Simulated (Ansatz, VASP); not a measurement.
**BeHF3 in VASP and in Ansatz**

```
Be H F
1.0
     3.44884    0.00000    0.00000
     0.00000    3.44884    0.00000
     0.00000    0.00000    3.44884
Be H F
1 1 3
Direct
  0.50000 0.50000 0.50000
  0.00000 0.00000 0.00000
  0.00000 0.50000 0.50000
  0.50000 0.00000 0.50000
  0.50000 0.50000 0.00000
```

Change from the starting cell: species swapped into the Ba3PbO type (Pm-3m, No. 221).

Alike in both runs: task relaxation of cell and atoms; functional PBE; k mesh 12 × 12 × 12; occupations gaussian, width 0.1 eV; no spin polarisation.

```csv
,VASP,Ansatz
version,VASP 6.6.1,Ansatz 0.2.0
potentials or method,"VASP PAW PBE potentials, release 64 (Be, H, F)","scalar-relativistic, plane waves, PAW"
plane-wave cutoff (eV),600,420
valence electrons in the cell,24,24
```

Ansatz gave:

```
gap on the k mesh at the Fermi level, each at its own relaxed structure (eV) : none
relaxed volume (Å³/atom)                                                     : 8.21
relaxed cell length with the largest relative difference (Å)                 : 3.449
```

Which values does VASP return?

gap on the k mesh at the Fermi level, each at its own relaxed structure (eV): none; relaxed volume (Å³/atom): 8.19; relaxed cell length with the largest relative difference (Å): 3.447.

A gap of «none» marks a metal or a gap that the smearing closes.
